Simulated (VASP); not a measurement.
A convergence study with VASP on InSb (zinc blende): a few settings are varied, all else stays as given below, so the limit is that of these other settings. The cell's lengths are 1 % over those of the tabulated start and one atom is moved, so it is off equilibrium.

```
InSb
1.0
    0.00000     3.27240     3.27240
    3.27240     0.00000     3.27240
    3.27240     3.27240     0.00000
In Sb
1 1
Cartesian
  0.00000   0.00000   0.00000
  1.69680   1.63620   1.63620
```

Calculation: PBEsol GGA, VASP's PBE PAW potentials (set 64) (plane waves; VASP). The last row used: 550 eV cut-off, 6×6×6 Γ-centred mesh, Gaussian smearing of 0.050 eV, potentials In_d Sb.

| setting | E (eV/atom) | pressure (GPa) | electronic steps |
|---|---|---|---|
| ALGO = Normal, EDIFF = 1E-2 | -3.8325 | -0.76 | 8 |
| ALGO = Normal, EDIFF = 1E-3 | -3.8326 | -0.56 | 8 |
| ALGO = Normal, EDIFF = 1E-4 | -3.8328 | -0.31 | 10 |
| ALGO = Normal, EDIFF = 1E-5 | -3.8328 | -0.36 | 12 |
| ALGO = Normal, EDIFF = 1E-6 | -3.8328 | -0.36 | 12 |
| ALGO = Normal, EDIFF = 1E-7 | -3.8328 | -0.36 | 13 |
| ALGO = Normal, EDIFF = 1E-8 | -3.8328 | -0.35 | 15 |
| ALGO = Normal, EDIFF = 1E-9 | -3.8328 | -0.35 | 19 |
| ALGO = Fast, EDIFF = 1E-2 | -3.8324 | -1.44 | 8 |
| ALGO = Fast, EDIFF = 1E-3 | -3.8327 | -0.19 | 9 |
| ALGO = Fast, EDIFF = 1E-4 | -3.8328 | -0.51 | 11 |
| ALGO = Fast, EDIFF = 1E-5 | -3.8328 | -0.26 | 13 |
| ALGO = Fast, EDIFF = 1E-6 | -3.8328 | -0.32 | 15 |
| ALGO = Fast, EDIFF = 1E-7 | -3.8328 | -0.31 | 16 |
| ALGO = Fast, EDIFF = 1E-8 | -3.8328 | -0.35 | 19 |
| ALGO = Fast, EDIFF = 1E-9 | -3.8328 | -0.35 | 21 |
| ALGO = All, EDIFF = 1E-2 | -3.8319 | 0.23 | 9 |
| ALGO = All, EDIFF = 1E-3 | -3.8327 | -0.60 | 11 |
| ALGO = All, EDIFF = 1E-4 | -3.8328 | -0.29 | 12 |
| ALGO = All, EDIFF = 1E-5 | -3.8328 | -0.31 | 15 |
| ALGO = All, EDIFF = 1E-6 | -3.8328 | -0.36 | 17 |
| ALGO = All, EDIFF = 1E-7 | -3.8328 | -0.35 | 20 |
| ALGO = All, EDIFF = 1E-8 | -3.8328 | -0.35 | 21 |
| ALGO = All, EDIFF = 1E-9 | -3.8328 | -0.35 | 24 |

Left out are rungs that failed or repeat a setting and relaxations that didn't move; long series are thinned to 24 rows.

The compound is InSb in the zinc blende structure. The cell was not relaxed at this level, it is distorted from the ideal structure.
